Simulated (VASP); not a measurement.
A run of VASP 6.6.1 is set up as follows.

File POSCAR:

```
NaH12ClO6
1.0
    6.2692210000      0.0000000000      0.0000000000
    0.0000000000      6.2692210000      0.0000000000
    0.0000000000      0.0000000000      6.2692210000
O H Na Cl
6 12 1 1
Direct
    0.4384755299      1.1547527197      0.5693530345
    0.4680007293      0.2507807589      0.1080836040
    0.0811265068      0.5061234881      0.5691456722
    1.1299490000      0.9680309563      0.9805683992
    0.8529767893      0.1379278223      0.2915673255
    0.6917446362      0.7360404108      0.3307906995
    0.3921220834      1.0854139613      0.4272301136
    0.4634228080      1.0294580459      0.6569715759
    0.4604240304      0.3758680704      0.0168122961
    0.3917552117      0.1481683290      0.0223791760
    0.0872676207      0.5456658810      0.4236730528
    0.2118923547      0.4349503710      0.5811248319
    1.0420911944      0.9333536017      0.8395301426
    1.2352571396      0.8572356916      0.9471830711
    0.7243164661      0.1916187035      0.2216224312
    0.9601033366      0.1417720001      0.1941549038
    0.7749607168      0.8581129936      0.3596778611
    0.6728108644      0.7417987019      0.1597965680
    0.7184943712      0.4319196915      0.5312143247
    0.5153590853      0.6815519823      0.8530724950
```

INCAR.step1

```
PREC = Accurate
ENCUT = 520
ISMEAR = -1
SIGMA = 0.05
LREAL = Auto
LASPH = T
NELM = 100
NBANDS = 47
GGA = PE
ALGO = Normal
EDIFF = 1E-4
LWAVE = T
LCHARG = F
```

INCAR.step2

```
PREC = Accurate
ENCUT = 520
EDIFF = 1E-7
ISMEAR = -1
SIGMA = 0.05
LREAL = Auto
LASPH = T
NELM = 100
ALGO = Normal
ISIF = 2
LWAVE = F
LCHARG = T
METAGGA = R2SCAN
LMIXTAU = T
IVDW = 12
VDW_S6 = 1.0
VDW_S8 = 0.78981345
VDW_A1 = 0.49484001
VDW_A2 = 5.73083694
LELF = T
LVHAR = T
NBANDS = 47
ISTART = 1
```

The input KPOINTS:

```
regular mesh
0
Gamma
  1 1 1
```

Potentials or basis: VASP PAW PBE potentials, release 64 (O, H, Na_pv, Cl).

Launch:

```bash
$ cat potpaw_PBE.64/O/POTCAR potpaw_PBE.64/H/POTCAR potpaw_PBE.64/Na_pv/POTCAR potpaw_PBE.64/Cl/POTCAR > POTCAR
$ cp INCAR.step1 INCAR
$ mpirun -np 1 vasp_gam > vasp.out
$ cp INCAR.step2 INCAR
$ mpirun -np 1 vasp_gam > vasp.out
```

Q: What does it give for the largest force?

A: 4.080 eV/Å.

Q: What does it give for the band gap on the k mesh?

A: 4.83 eV, direct.

Q: Predict the dispersion energy per atom.

A: -0.021 eV.

Q: Estimate the pressure.

A: -0.9 GPa.

Forces on the atoms (eV/Å):
```
O   -0.762 -1.195 -2.290
O    0.118  0.170 -0.091
O   -1.284  0.574  0.383
O   -1.678 -1.151 -3.536
O   -2.671  0.522  2.820
O   -0.989 -1.410 -3.616
H    0.849  1.316  2.191
H    0.054 -0.092  0.146
H    0.236  0.614  0.139
H   -0.367 -0.489  0.127
H   -0.286  0.636 -1.201
H    1.545 -1.133  0.821
H    1.196  1.169  2.849
H    0.633 -0.168  0.619
H   -0.157 -0.328 -0.376
H    2.744 -0.154 -2.522
H    0.710  1.396  0.119
H    0.202 -0.209  3.273
Na  -0.091 -0.063  0.159
Cl  -0.002 -0.003 -0.014
```

Caveat: the PAW data sets were made with another functional, which shifts forces and pressure a little. r2SCAN opens gaps a little over a GGA but as a rule still falls short of measured ones.
